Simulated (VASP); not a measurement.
These are PBE GGA, VASP's PBE PAW potentials (set 64) (plane waves; VASP 6.6.1) values and carry that method's errors.

A VASP calculation is set up with these files.

### INCAR
```
SYSTEM = Nb3Sn
PREC = Accurate
ENCUT = 500
EDIFF = 1E-6
NELM = 100
ALGO = Normal
LREAL = .FALSE.
LASPH = .TRUE.
ISMEAR = 1
SIGMA = 0.1
GGA = PE
LMAXMIX = 4
LWAVE = .FALSE.
LCHARG = .FALSE.
IBRION = 2
ISIF = 3
NSW = 40
EDIFFG = -0.02
PSTRESS = 450
```

POSCAR:
```
Nb3Sn
1.0
  5.0763921518   0.0000000000   0.0000000000
  0.0000000000   5.0763921518   0.0000000000
  0.0000000000   0.0000000000   5.0763921518
Nb Sn
6 2
Direct
  0.2500000000   0.0000000000   0.5000000000
  0.5000000000   0.2500000000   0.0000000000
  0.5000000000   0.7500000000   0.0000000000
  0.7500000000   0.0000000000   0.5000000000
  0.0000000000   0.5000000000   0.7500000000
  0.0000000000   0.5000000000   0.2500000000
  0.5000000000   0.5000000000   0.5000000000
  0.0000000000   0.0000000000   0.0000000000
```

### KPOINTS
```
Automatic mesh
0
Gamma
6 6 6
0 0 0
```

POTCAR, in this order: Nb_sv Sn_d (PBE.64 set). Program: vasp_std.

The run wrote:

**OUTCAR**
```
 ion  position               nearest neighbor table
   1  0.250  0.000  0.500-   4 2.54   4 2.54   8 2.84   8 2.84   7 2.84   7 2.84
   2  0.500  0.250  0.000-   3 2.54   3 2.54   8 2.84   7 2.84   7 2.84   8 2.84
   3  0.500  0.750  0.000-   2 2.54   2 2.54   8 2.84   7 2.84   7 2.84   8 2.84
   4  0.750  0.000  0.500-   1 2.54   1 2.54   8 2.84   8 2.84   7 2.84   7 2.84
   5  0.000  0.500  0.750-   6 2.54   6 2.54   8 2.84   7 2.84   8 2.84   7 2.84
   6  0.000  0.500  0.250-   5 2.54   5 2.54   8 2.84   7 2.84   8 2.84   7 2.84
   7  0.500  0.500  0.500-   1 2.84   2 2.84   3 2.84   4 2.84   5 2.84   6 2.84   2 2.84   3 2.84
                             1 2.84   4 2.84   5 2.84   6 2.84
   8  0.000  0.000  0.000-   1 2.84   2 2.84   3 2.84   4 2.84   5 2.84   6 2.84   1 2.84   4 2.84
                             5 2.84   6 2.84   2 2.84   3 2.84
  LATTYP: Found a simple cubic cell.
 ALAT       =     5.0763921518
 Subroutine PRICEL returns:
 Original cell was already a primitive cell.
 Subroutine GETGRP returns: Found 48 space group operations
The static configuration has the point symmetry T_h .
 The point group associated with its full space group is O_h .
The dynamic configuration has the point symmetry T_h .
 Subroutine INISYM returns: Found 48 space group operations
 Subroutine IBZKPT returns following result:
 Found     20 irreducible k-points:

 Following reciprocal coordinates:
            Coordinates               Weight
  0.000000  0.000000  0.000000      1.000000
  0.166667  0.000000  0.000000      6.000000
  0.333333  0.000000  0.000000      6.000000
  0.500000  0.000000  0.000000      3.000000
  0.166667  0.166667  0.000000     12.000000
  0.333333  0.166667  0.000000     24.000000
  0.500000  0.166667  0.000000     12.000000
  0.333333  0.333333  0.000000     12.000000
  0.500000  0.333333  0.000000     12.000000
  0.500000  0.500000  0.000000      3.000000
  0.166667  0.166667  0.166667      8.000000
  0.333333  0.166667  0.166667     24.000000
  0.500000  0.166667  0.166667     12.000000
  0.333333  0.333333  0.166667     24.000000
  0.500000  0.333333  0.166667     24.000000
...
```

OSZICAR:
```
       N       E                     dE             d eps       ncg     rms          rms(c)
DAV:   1     0.182502685351E+04    0.18250E+04   -0.50632E+04  2678   0.227E+03
DAV:   2     0.228215520278E+03   -0.15968E+04   -0.15646E+04  2536   0.837E+02
DAV:   3    -0.372471115360E+02   -0.26546E+03   -0.25499E+03  3372   0.284E+02
DAV:   4    -0.683123949010E+02   -0.31065E+02   -0.30361E+02  3784   0.874E+01
DAV:   5    -0.710008834500E+02   -0.26885E+01   -0.26642E+01  4584   0.218E+01    0.214E+01
DAV:   6    -0.689293268282E+02    0.20716E+01   -0.68396E+00  3665   0.145E+01    0.775E+00
DAV:   7    -0.687219945372E+02    0.20733E+00   -0.17801E+00  4008   0.724E+00    0.273E+00
DAV:   8    -0.687389716246E+02   -0.16977E-01   -0.24820E-01  4050   0.265E+00    0.593E-01
DAV:   9    -0.687407314719E+02   -0.17598E-02   -0.38129E-02  4088   0.108E+00    0.429E-01
DAV:  10    -0.687415339225E+02   -0.80245E-03   -0.63394E-03  4225   0.395E-01    0.645E-02
DAV:  11    -0.687414463438E+02    0.87579E-04   -0.46814E-04  3488   0.114E-01    0.266E-02
DAV:  12    -0.687414329501E+02    0.13394E-04   -0.37331E-05  4224   0.367E-02    0.429E-03
DAV:  13    -0.687414323209E+02    0.62919E-06   -0.30443E-06  2336   0.989E-03
   1 F= -.31999041E+02 E0= -.31998951E+02  d E =-.319990E+02
       N       E                     dE             d eps       ncg     rms          rms(c)
DAV:   1    -0.102548586669E+03   -0.33807E+02   -0.15288E+03  2557   0.311E+02    0.619E+01
DAV:   2    -0.673358583709E+02    0.35213E+02   -0.15273E+02  3015   0.114E+02    0.264E+01
DAV:   3    -0.556228116808E+02    0.11713E+02   -0.62170E+01  3679   0.490E+01    0.182E+01
DAV:   4    -0.560954809601E+02   -0.47267E+00   -0.64852E+00  3491   0.138E+01    0.872E+00
DAV:   5    -0.565175097248E+02   -0.42203E+00   -0.19623E+00  4608   0.672E+00    0.506E+00
DAV:   6    -0.566888751818E+02   -0.17137E+00   -0.27593E-01  3897   0.254E+00    0.176E+00
DAV:   7    -0.567400076993E+02   -0.51133E-01   -0.23507E-01  4584   0.178E+00    0.415E-01
DAV:   8    -0.567392845272E+02    0.72317E-03   -0.11745E-02  3787   0.677E-01    0.338E-01
DAV:   9    -0.567393880676E+02   -0.10354E-03   -0.19365E-03  4000   0.297E-01    0.757E-02
DAV:  10    -0.567393804249E+02    0.76428E-05   -0.30241E-04  4056   0.117E-01    0.518E-02
DAV:  11    -0.567393676560E+02    0.12769E-04   -0.87938E-05  3824   0.734E-02    0.862E-03
DAV:  12    -0.567393667582E+02    0.89774E-06   -0.35025E-06  2648   0.128E-02
   2 F= -.27576262E+02 E0= -.27576795E+02  d E =0.442278E+01
       N       E                     dE             d eps       ncg     rms          rms(c)
DAV:   1    -0.891026441675E+02   -0.32363E+02   -0.10132E+03  2566   0.306E+02    0.319E+01
DAV:   2    -0.771194796195E+02    0.11983E+02   -0.12031E+02  3393   0.808E+01    0.250E+01
DAV:   3    -0.665516952432E+02    0.10568E+02   -0.49462E+01  3760   0.413E+01    0.539E+00
DAV:   4    -0.669406117091E+02   -0.38892E+00   -0.56893E+00  4099   0.903E+00    0.462E+00
DAV:   5    -0.672896413217E+02   -0.34903E+00   -0.90961E-01  4273   0.415E+00    0.504E+00
DAV:   6    -0.673524632380E+02   -0.62822E-01   -0.18908E-01  3218   0.212E+00    0.304E+00
DAV:   7    -0.674086900704E+02   -0.56227E-01   -0.34659E-01  3586   0.306E+00    0.739E-01
DAV:   8    -0.674109453443E+02   -0.22553E-02   -0.37175E-02  3684   0.106E+00    0.142E-01
DAV:   9    -0.674113056847E+02   -0.36034E-03   -0.33442E-03  4272   0.236E-01    0.101E-01
DAV:  10    -0.674112497556E+02    0.55929E-04   -0.16980E-04  4028   0.725E-02    0.628E-02
DAV:  11    -0.674112302574E+02    0.19498E-04   -0.11239E-04  3728   0.506E-02    0.201E-02
DAV:  12    -0.674112299862E+02    0.27123E-06   -0.46094E-06  2666   0.137E-02
   3 F= -.32304989E+02 E0= -.32305057E+02  d E =-.305948E+00
       N       E                     dE             d eps       ncg     rms          rms(c)
DAV:   1    -0.673062302132E+02    0.10500E+00   -0.31934E-01  2622   0.487E+00    0.656E-01
DAV:   2    -0.673007287640E+02    0.55014E-02   -0.34637E-02  3211   0.150E+00    0.391E-01
DAV:   3    -0.672979058638E+02    0.28229E-02   -0.18535E-02  3750   0.826E-01    0.221E-01
DAV:   4    -0.672978923889E+02    0.13475E-04   -0.20920E-03  3445   0.231E-01    0.818E-02
DAV:   5    -0.672980033018E+02   -0.11091E-03   -0.26711E-04  4304   0.778E-02    0.725E-02
DAV:   6    -0.672980447686E+02   -0.41467E-04   -0.54370E-05  3665   0.334E-02    0.398E-02
DAV:   7    -0.672980830585E+02   -0.38290E-04   -0.66037E-05  3792   0.329E-02    0.813E-03
DAV:   8    -0.672980786244E+02    0.44341E-05   -0.77235E-06  2780   0.157E-02    0.469E-03
DAV:   9    -0.672980792429E+02   -0.61854E-06   -0.36659E-07  1617   0.487E-03
   4 F= -.32306898E+02 E0= -.32306966E+02  d E =-.307858E+00
```

### OUTCAR
```
------------------------ aborting loop because EDIFF is reached ----------------------------------------
  FORCE on cell =-STRESS in cart. coord.  units (eV):
  Direction    XX          YY          ZZ          XY          YZ          ZX
  --------------------------------------------------------------------------------------
  Total       34.8380640     34.8380640     34.8380640      0.0000000     -0.0000000     -0.0000000
  in kB      448.0308542    448.0308542    448.0308542      0.0000000     -0.0000000     -0.0000000
  external PRESSURE =      -1.9691458 kB  Pullay stress =     450.0000000 kB
  volume of cell :      124.58
      direct lattice vectors                 reciprocal lattice vectors
     4.994425704 -0.000000000  0.000000000     0.200223221 -0.000000000  0.000000000
     0.000000000  4.994425704  0.000000000     0.000000000  0.200223221 -0.000000000
    -0.000000000  0.000000000  4.994425704    -0.000000000 -0.000000000  0.200223221
 POSITION                                       TOTAL-FORCE (eV/Angst)
 -----------------------------------------------------------------------------------
      1.24861      4.99443      2.49721         0.000000     -0.000000      0.000000
      2.49721      1.24861      4.99443        -0.000000     -0.000000     -0.000000
      2.49721      3.74582      0.00000        -0.000000      0.000000     -0.000000
      3.74582      4.99443      2.49721        -0.000000     -0.000000      0.000000
      4.99443      2.49721      3.74582         0.000000      0.000000     -0.000000
      4.99443      2.49721      1.24861        -0.000000      0.000000     -0.000000
      2.49721      2.49721      2.49721        -0.000000     -0.000000     -0.000000
      4.99443     -0.00000      0.00000        -0.000000     -0.000000     -0.000000
 -----------------------------------------------------------------------------------
    total drift:                                0.000000     -0.000000     -0.000000
  FREE ENERGIE OF THE ION-ELECTRON SYSTEM (eV)
  ---------------------------------------------------
  free  energy   TOTEN  =       -67.2980792429 eV

  energy  without entropy=      -67.2982819867  energy(sigma->0) =      -67.29814682
  enthalpy is  TOTEN    =       -32.3068980974 eV   P V=       34.9911811455

 reached required accuracy - stopping structural energy minimisation
```
(Selected blocks of OUTCAR.)

File CONTCAR:
```
Nb3Sn
   1.00000000000000
     4.9944257042355176   -0.0000000000000000    0.0000000000000000
     0.0000000000000000    4.9944257042355176    0.0000000000000000
    -0.0000000000000000    0.0000000000000000    4.9944257042355176
  Nb              Sn
     6     2
Direct
     0.2500000000000000    1.0000000000000000    0.5000000000000000
     0.5000000000000000    0.2500000000000000    1.0000000000000000
     0.5000000000000000    0.7500000000000000    0.0000000000000000
     0.7500000000000000    1.0000000000000000    0.5000000000000000
     1.0000000000000000    0.5000000000000000    0.7500000000000000
     1.0000000000000000    0.5000000000000000    0.2500000000000000
     0.5000000000000000    0.5000000000000000    0.5000000000000000
     1.0000000000000000    0.0000000000000000    0.0000000000000000
```

Energy and stress use the plane-wave basis of the starting cell.

The compound is Nb3Sn in the A15 structure. This run relaxes it under an external pressure of 45 GPa. Symmetry was kept, so distortions that lower it aren't found.
